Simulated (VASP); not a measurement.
Here is a VASP 6.6.1 calculation.

INCAR

```
  PREC = Accurate
  ENCUT = 520
  EDIFF = 1E-7
  ISMEAR = 0
  SIGMA = 0.1
  LREAL = False
  LASPH = True
  NELM = 100
  ALGO = Fast
  ISIF = 3
  LWAVE = False
  LCHARG = False
  GGA = PE
  IBRION = 2
  NSW = 80
  EDIFFG = -0.002
  KPAR = 4
```

The input KPOINTS:

```
regular mesh
0
Gamma
  18 18 18
```

POSCAR

```
Si2Mo
1.0
   -1.6000000000      1.6000000000      3.9305000000
    1.6000000000     -1.6000000000      3.9305000000
    1.6000000000      1.6000000000     -3.9305000000
Si Mo
2 1
Direct
    0.3330000000      0.3330000000      0.0000000000
    0.6670000000      0.6670000000      0.0000000000
    0.0000000000      0.0000000000      0.0000000000
```

Potentials or basis: VASP PAW PBE potentials, release 64 (Si, Mo).

Launch:

```sh
$ cat potpaw_PBE.64/Si/POTCAR potpaw_PBE.64/Mo/POTCAR > POTCAR
$ mpirun -np 4 vasp_std > vasp.out
```

What does it give for the relaxed cell?

a = 4.543 Å, b = 4.543 Å, c = 4.543 Å, α = 138.56°, β = 138.56°, γ = 60.05°.

What does it give for the space group after relaxing (to 0.05 Å)?

I4/mmm (No. 139).

What does it give for the relaxed volume?

13.55 Å³/atom.

Predict the band gap on the k mesh.

none (metal or under the smearing width).

Step by step:
```
step  energy change (eV)  largest force (eV/Å)  pressure (GPa)  volume (Å³)
   1              0.0000                0.2925            1.79        40.25
   2             -0.0034                0.0716           -2.48        41.13
   3             -0.0058                0.1571           -0.85        40.78
   4             -0.0071                0.0474            0.40        40.58
   5             -0.0073                0.0130            0.03        40.64
   6             -0.0074                0.0047           -0.01        40.65
   7             -0.0074                0.0010            0.00        40.65
```

PBE usually gives volumes a little too large and moduli too small. Zero-point motion and thermal expansion aren't in these numbers.
